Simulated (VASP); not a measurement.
Given:

```xyz
4
Lattice="4.3964 0.0000 0.0000 0.0000 4.3964 0.0000 0.0000 0.0000 6.2254" Properties=species:S:1:pos:R:3 pbc="T T T"
Zn     2.1982     2.1982     3.1127
Hg     0.0000     0.0000     0.0000
Te     0.0000     2.1982     1.6938
Te     2.1982     0.0000     4.5315
```

The numbers are results of LDA (Ceperley-Alder, Perdew-Zunger) with spin-orbit coupling, VASP's LDA PAW potentials (set 64) (plane waves; VASP), not measurements. Run with 400 eV cut-off, 5×5×4 Γ-centred mesh, Gaussian smearing of 0.050 eV, potentials Zn Hg Te.

Task: Give the energies of bands 29 to 42 at the high-symmetry points, in eV from the valence-band maximum.

Result: 
| band | Γ | X | M | Z | R | A |
|---|---|---|---|---|---|---|
| 29 | -2.50 | -3.06 | -2.78 | -2.00 | -1.67 | -3.33 |
| 30 | -2.50 | -3.06 | -2.78 | -2.00 | -1.67 | -3.33 |
| 31 | -0.80 | -2.77 | -2.59 | -1.90 | -1.39 | -3.07 |
| 32 | -0.80 | -2.77 | -2.59 | -1.90 | -1.39 | -3.07 |
| 33 | -0.03 | -1.54 | -2.38 | -1.30 | -1.04 | -2.90 |
| 34 | -0.03 | -1.54 | -2.38 | -1.30 | -1.04 | -2.90 |
| 35 | 0.00 | -0.98 | -2.33 | -1.23 | -0.71 | -2.75 |
| 36 | 0.00 | -0.98 | -2.33 | -1.23 | -0.71 | -2.75 |
| 37 | 0.13 | 2.27 | 1.08 | 1.99 | 0.61 | 3.22 |
| 38 | 0.13 | 2.27 | 1.08 | 1.99 | 0.61 | 3.22 |
| 39 | 1.77 | 2.55 | 1.98 | 2.00 | 1.22 | 4.12 |
| 40 | 1.77 | 2.55 | 1.98 | 2.00 | 1.22 | 4.12 |
| 41 | 2.23 | 4.40 | 2.11 | 2.95 | 4.30 | 4.49 |
| 42 | 2.23 | 4.40 | 2.11 | 2.95 | 4.30 | 4.49 |

The gap is direct, 0.13 eV, from the valence maximum at Γ to the conduction minimum at Γ.

The structure comes from a computed database's ZnHgTe2 entry (P-4m2); how it stands against other phases isn't given here. It was relaxed first, which changed the volume by -6 %.
